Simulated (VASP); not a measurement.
Crystal: C.

```
CELL_PARAMETERS angstrom
2.46729 0.00000 0.00000
-1.23365 2.13674 0.00000
0.00000 0.00000 7.80307
ATOMIC_POSITIONS crystal
C 0.00000 0.00000 0.25000
C 0.00000 0.00000 0.75000
C 0.33333 0.66667 0.25000
C 0.66667 0.33333 0.75000
```

* Program: VASP 6.6.1
* Task: relaxation of cell and atoms
* Functional: PBE
* Dispersion: D3(BJ)
* Potentials or basis: VASP PAW PBE potentials, release 64 (C)
* Cutoff: 520 eV
* k mesh: 6 × 6 × 2
* Occupations: gaussian, width 0.02 eV
* Spin: no spin polarisation

At the start: pressure -0.5 GPa; volume 10.28 Å³/atom.

Q: Where does the relaxation end?

A: Over 25 steps the energy falls by 16.5 meV/atom and the volume is 8.72 Å³/atom (-15.2 %); space group P6_3/mmc (No. 194, to 0.05 Å).

Step by step:
| step | energy change (eV) | largest force (eV/Å) | pressure (GPa) | volume (Å³) |
| --- | --- | --- | --- | --- |
| 1 | 0.0000 | 0.0000 | -0.52 | 41.14 |
| 2 | -0.0037 | 0.0000 | -1.25 | 40.94 |
| 3 | -0.0116 | 0.0000 | -3.45 | 40.33 |
| 4 | -0.0124 | 0.0000 | -7.89 | 39.09 |
| 5 | -0.0146 | 0.0000 | -5.55 | 39.75 |
| 6 | -0.0150 | 0.0000 | -5.54 | 39.72 |
| 7 | -0.0162 | 0.0000 | -5.54 | 39.63 |
| 8 | -0.0186 | 0.0000 | -5.53 | 39.46 |
| 9 | -0.0234 | 0.0000 | -5.49 | 39.11 |
| 10 | -0.0325 | 0.0000 | -5.41 | 38.41 |
| 11 | -0.0481 | 0.0000 | -5.17 | 37.02 |
| 12 | -0.0540 | 0.0000 | -4.14 | 34.24 |
| 13 | -0.0574 | 0.0000 | -4.72 | 35.47 |
| 14 | -0.0637 | 0.0000 | -2.44 | 35.36 |
| 15 | -0.0656 | 0.0000 | -0.35 | 35.27 |
| 16 | -0.0656 | 0.0000 | -0.25 | 35.26 |
| 17 | -0.0656 | 0.0000 | -0.16 | 35.26 |
| 18 | -0.0656 | 0.0000 | -0.15 | 35.25 |
| 19 | -0.0657 | 0.0000 | -0.13 | 35.23 |
| 20 | -0.0658 | 0.0000 | -0.10 | 35.18 |
| 21 | -0.0659 | 0.0000 | -0.05 | 35.09 |
| 22 | -0.0660 | 0.0000 | 0.08 | 34.91 |
| 23 | -0.0660 | 0.0000 | 0.10 | 34.89 |
| 24 | -0.0659 | 0.0000 | -0.54 | 34.91 |
| 25 | -0.0661 | 0.0000 | 0.00 | 34.89 |

Final structure:
```yaml
crystal:
  lattice:
    - [2.46691, 0.00000, 0.00000]
    - [-1.23345, 2.13640, 0.00000]
    - [0.00000, 0.00000, 6.62070]
  atoms:
    - { symbol: C, position: [0.00000, 0.00000, 0.25000] }
    - { symbol: C, position: [0.00000, 0.00000, 0.75000] }
    - { symbol: C, position: [0.33333, 0.66667, 0.25000] }
    - { symbol: C, position: [0.66667, 0.33333, 0.75000] }
```

Caveat: the k mesh is coarse (spacing up to 0.49 Å⁻¹), so the values aren't converged; the volume moved by over 15 % at a fixed basis, so the end points are rough.
